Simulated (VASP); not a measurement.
Computed with r2SCAN meta-GGA, VASP's PBE PAW potentials (set 64) (plane waves; VASP).

VASP ran on this input.

File KPOINTS_OPT:
```
k-points along high-symmetry lines
6
Line-mode
Reciprocal
  0.000000   0.000000   0.000000 ! GAMMA
  0.500000   0.000000   0.000000 ! M

  0.500000   0.000000   0.000000 ! M
  0.333333   0.333333   0.000000 ! K

  0.333333   0.333333   0.000000 ! K
  0.000000   0.000000   0.000000 ! GAMMA

  0.000000   0.000000   0.000000 ! GAMMA
  0.000000   0.000000   0.500000 ! A

  0.000000   0.000000   0.500000 ! A
  0.500000   0.000000   0.500000 ! L

  0.500000   0.000000   0.500000 ! L
  0.333333   0.333333   0.500000 ! H

  0.333333   0.333333   0.500000 ! H
  0.000000   0.000000   0.500000 ! A

  0.500000   0.000000   0.500000 ! L
  0.500000   0.000000   0.000000 ! M

  0.333333   0.333333   0.500000 ! H
  0.333333   0.333333   0.000000 ! K
```

### INCAR
```
# general
SYSTEM   =  MgZn2O3
PREC     =  Accurate
ENCUT    =  520
LREAL    =  .False.
LASPH    =  .True.

# electronic loop
EDIFF    =  1E-7
NELM     =  100
ALGO     =  Normal
LMAXMIX  =  4
LMIXTAU  =  .True.

# smearing
ISMEAR   =  -5

# functional
METAGGA  =  R2SCAN

# ions
ISIF     =  2

# output
LWAVE    =  .False.
LCHARG   =  .False.
LORBIT   =  11
NEDOS    =  601
```

File POSCAR:
```
MgZn2O3
1
    3.0089596148     0.0000000000     0.0000000000
   -1.5044798074     2.6058353242    -0.0000000000
    0.0000000000     0.0000000000     7.3458122880
Mg Zn O
1 2 3
Direct
  0.0000000000   1.0000000000   0.0000000000
  0.3333330000   0.6666670000   0.6687125732
  0.6666670000   0.3333330000   0.3312874268
  0.3333330000   0.6666670000   0.1604096520
  0.6666670000   0.3333330000   0.8395903480
  0.0000000000   1.0000000000   0.5000000000
```

**KPOINTS**
```
Automatic mesh
0
Gamma
9 9 4
0 0 0
```

POTCAR, in this order: Mg Zn O (PBE.64 set). Program: vasp_std.

The run wrote:

File OSZICAR:
```
       N       E                     dE             d eps       ncg     rms          rms(c)
DAV:   1     0.373806887130E+03    0.37381E+03   -0.23549E+04  2308   0.240E+03
DAV:   2    -0.208589683143E+02   -0.39467E+03   -0.38438E+03  2514   0.485E+02
DAV:   3    -0.645106243331E+02   -0.43652E+02   -0.43345E+02  2506   0.170E+02
DAV:   4    -0.655834525285E+02   -0.10728E+01   -0.10699E+01  2668   0.275E+01
DAV:   5    -0.655935973834E+02   -0.10145E-01   -0.10138E-01  2620   0.266E+00    0.150E+01
DAV:   6    -0.553814439745E+02    0.10212E+02   -0.12492E+01  3782   0.805E+01    0.100E+01
DAV:   7    -0.514557065207E+02    0.39257E+01   -0.52969E+00  2394   0.196E+01    0.626E+00
DAV:   8    -0.561852829801E+02   -0.47296E+01   -0.24039E+00  2318   0.401E+01    0.197E+00
DAV:   9    -0.516240113747E+02    0.45613E+01   -0.10082E+00  2492   0.275E+01    0.645E-01
DAV:  10    -0.520486072087E+02   -0.42460E+00   -0.47608E-01  2374   0.694E+00    0.502E-01
DAV:  11    -0.520617879366E+02   -0.13181E-01   -0.30750E-02  2482   0.282E+00    0.281E-01
DAV:  12    -0.520591010265E+02    0.26869E-02   -0.64762E-03  2416   0.649E-01    0.190E-01
DAV:  13    -0.520648863286E+02   -0.57853E-02   -0.59471E-03  2468   0.200E+00    0.898E-02
DAV:  14    -0.520661904572E+02   -0.13041E-02   -0.17482E-03  2274   0.419E-01    0.792E-02
DAV:  15    -0.520665826770E+02   -0.39222E-03   -0.35523E-04  2686   0.236E-01    0.405E-02
DAV:  16    -0.520667864572E+02   -0.20378E-03   -0.23950E-04  2768   0.230E-01    0.167E-02
DAV:  17    -0.520667075378E+02    0.78919E-04   -0.12833E-04  2312   0.102E-01    0.906E-03
DAV:  18    -0.520667206109E+02   -0.13073E-04   -0.13393E-05  2364   0.357E-02    0.728E-03
DAV:  19    -0.520667148491E+02    0.57618E-05   -0.46075E-06  2482   0.181E-02    0.424E-03
DAV:  20    -0.520667303966E+02   -0.15547E-04   -0.78488E-07  2290   0.133E-02    0.345E-03
DAV:  21    -0.520667251095E+02    0.52871E-05   -0.14519E-07  1680   0.580E-03    0.243E-03
DAV:  22    -0.520667472316E+02   -0.22122E-04   -0.13615E-06  2306   0.108E-02    0.365E-04
DAV:  23    -0.520667425437E+02    0.46879E-05   -0.67702E-08  1310   0.421E-03    0.428E-04
DAV:  24    -0.520667426186E+02   -0.74883E-07   -0.16168E-08  1146   0.175E-03
   1 F= -.52066743E+02 E0= -.52066743E+02  d E =0.000000E+00
       N       E                     dE             ncg
       N       E                     dE             ncg
```

File OUTCAR:
```
------------------------ aborting loop because EDIFF is reached ----------------------------------------
  FORCE on cell =-STRESS in cart. coord.  units (eV):
  Direction    XX          YY          ZZ          XY          YZ          ZX
  --------------------------------------------------------------------------------------
  Total        0.0026321      0.0026321      0.0088227      0.0000000      0.0000000      0.0000000
  in kB        0.0732164      0.0732163      0.2454180      0.0000000      0.0000000      0.0000000
  external PRESSURE =       0.1306169 kB  Pullay stress =       0.0000000 kB
  volume of cell :       57.60
      direct lattice vectors                 reciprocal lattice vectors
     3.008959615  0.000000000  0.000000000     0.332340785  0.191877052  0.000000000
    -1.504479807  2.605835324  0.000000000     0.000000000  0.383754104  0.000000000
     0.000000000  0.000000000  7.345812288     0.000000000  0.000000000  0.136131984
 POSITION                                       TOTAL-FORCE (eV/Angst)
 -----------------------------------------------------------------------------------
      0.00000      0.00000      0.00000        -0.000000      0.000000      0.000000
     -0.00000      1.73722      4.91224         0.000000      0.000000      0.006334
      1.50448      0.86861      2.43358        -0.000000     -0.000000     -0.006334
     -0.00000      1.73722      1.17834         0.000000     -0.000000      0.001057
      1.50448      0.86861      6.16747        -0.000000      0.000000     -0.001057
      0.00000      0.00000      3.67291        -0.000000      0.000000      0.000000
 -----------------------------------------------------------------------------------
    total drift:                                0.000000      0.000000      0.000000
  FREE ENERGIE OF THE ION-ELECTRON SYSTEM (eV)
  ---------------------------------------------------
  free  energy   TOTEN  =       -52.0667426186 eV

  energy  without entropy=      -52.0667426186  energy(sigma->0) =      -52.06674262

 total charge

# of ion       s       p       d       tot
------------------------------------------
    1        0.138   0.170   0.072   0.380
    2        0.382   0.395   9.937  10.714
    3        0.382   0.395   9.937  10.714
    4        1.554   3.530   0.000   5.084
    5        1.554   3.530   0.000   5.084
    6        1.564   3.472   0.000   5.036
--------------------------------------------------
tot          5.575  11.492  19.946  37.013
```
(Selected blocks of OUTCAR.)

The structure comes from a computed database's MgZn2O3 entry (P-3m1); how it stands against other phases isn't given here. It was relaxed first.
